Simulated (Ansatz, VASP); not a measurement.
# Two plane-wave programs on LaPt3

File INCAR:

```
ALGO = Normal ; EDIFF = 1E-6
ENCUT = 520 ; ISIF = 2
ISMEAR = -1 ; LASPH = True
LCHARG = True ; LELF = True
LREAL = False ; LVHAR = True
LWAVE = False ; NBANDS = 28
NELM = 80 ; PREC = Accurate
SIGMA = 0.15
```

The input KPOINTS:

```
k-points
0
Gamma
  6 6 6
```

Contents of POSCAR:

```
LaPt3
1.0
    4.0471535385      0.0000000000      0.0000000000
    0.0000000000      4.0471535385      0.0000000000
    0.0000000000      0.0000000000      4.0471535385
La Pt
1 3
Direct
    0.0000000000      0.0000000000      0.0000000000
    0.0000000000      0.5000000000      0.5000000000
    0.5000000000      0.0000000000      0.5000000000
    0.5000000000      0.5000000000      0.0000000000
```

Input for Ansatz:

```yaml
crystal:
  lattice:
    - [4.0471535384513295, 0.0, 0.0]
    - [0.0, 4.0471535384513295, 0.0]
    - [0.0, 0.0, 4.0471535384513295]
  atoms:
    - { symbol: La, position: [0.0, 0.0, 0.0] }
    - { symbol: Pt, position: [0.0, 0.5, 0.5] }
    - { symbol: Pt, position: [0.5, 0.0, 0.5] }
    - { symbol: Pt, position: [0.5, 0.5, 0.0] }
basis:
  ecutwfc: 500.0
kpoints:
  mp_grid:
    grid: [6, 6, 6]
hamiltonian:
  xc: lda
  pseudopotentials:
    kind: paw
scf:
  occupations:
    method: fermi_dirac
    width: 0.15
output:
  stress: true
```

Alike in both runs: task single point; functional LDA; k mesh 6 × 6 × 6; occupations fermi-dirac, width 0.15 eV; no spin polarisation.

```csv
,VASP,Ansatz
version,VASP 6.6.1,Ansatz 0.2.0
potentials or method,"VASP PAW LDA potentials, release 64 (La, Pt)","plane waves, PAW"
plane-wave cutoff (eV),520,500
valence electrons in the cell,41,65
```

```csv
,VASP,Ansatz,Ansatz less VASP
pressure (GPa),15.0,14.5,-0.50
```

The two sets of potentials don't hold the same shells in valence.

The runs have no spin-orbit coupling, so splittings on La, Pt are missing.
